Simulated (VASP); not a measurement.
Input for VASP

### POSCAR
```
CaS
1.0
  0.0000000000   2.5264673183   2.5264673183
  2.5264673183   0.0000000000   2.5264673183
  2.5264673183   2.5264673183   0.0000000000
Ca S
1 1
direct
  1.0000000000   0.0000000000   1.0000000000
  0.5000000000   0.5000000000   0.5000000000
```

**INCAR**
```
# general
SYSTEM  = CaS
PREC    = Accurate
ENCUT   = 500
LREAL   = F   # projection in real space or not
LASPH   = T   # aspherical one-centre terms

# electronic loop
EDIFF   = 1E-6
NELM    = 100   # most electronic steps
ALGO    = Normal

# smearing
ISMEAR  = 0   # Gaussian
SIGMA   = 0.05

# functional
GGA     = PE   # PBE

# ions
IBRION  = 2   # conjugate gradients
NSW     = 40   # most ionic steps
ISIF    = 3
EDIFFG  = -0.02
PSTRESS = 450   # kbar

# output
LWAVE   = F
LCHARG  = F
```

KPOINTS:
```
Automatic mesh
0
Gamma
9 9 9
0 0 0
```

POTCAR, in this order: Ca_sv S (PBE.64 set). Program: vasp_std.

Question: Write an equivalent input for Ansatz.

Answer: One equivalent input (not run):
Ansatz 0.2 input:
```yaml
crystal:
  lattice:
    - [0.0000000, 2.5264673, 2.5264673]
    - [2.5264673, 0.0000000, 2.5264673]
    - [2.5264673, 2.5264673, 0.0000000]
  atoms:
    - { symbol: Ca, position: [1.0000000, 0.0000000, 1.0000000] }
    - { symbol: S, position: [0.5000000, 0.5000000, 0.5000000] }
kpoints:
  mp_grid: { grid: [9, 9, 9] }
hamiltonian:
  xc: pbe
  pseudopotentials: { kind: paw }
scf:
  occupations: { method: gaussian, width: 0.05 }
  max_iter: 100
relax:
  max_steps: 40
  f_tol: 0.02
  cell: { p_target: 45 }
output: { forces: true, stress: true, eigenvalues: true }
```
The two are equivalent in intent, not identical: each code has its own PAW files, so the cut-off isn't converted (ENCUT is set for VASP's; basis.ecutwfc is left out, and Ansatz then takes the one that its files recommend); Ansatz stops its SCF on the density residual and VASP on the energy change (EDIFF).

The compound is CaS in the rock salt structure. It was relaxed first under an external pressure of 45 GPa.
